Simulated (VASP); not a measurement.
Calculation: LDA (Ceperley-Alder, Perdew-Zunger), VASP's LDA PAW potentials (set 64) (plane waves; VASP). Each cell was relaxed at this level, without spin-orbit coupling.

Question: Which of these comes out without a gap?
(A) ZnO, P6_3mc (186)
(B) SnS2, P-3m1 (164)
(C) CuCl, F-43m (216)
(D) Mg, P6_3/mmc (194)

Answer: D, Mg, P6_3/mmc (194). The others have gaps of 0.80 eV (ZnO, P6_3mc (186)), 1.13 eV (SnS2, P-3m1 (164)), 0.66 eV (CuCl, F-43m (216)).
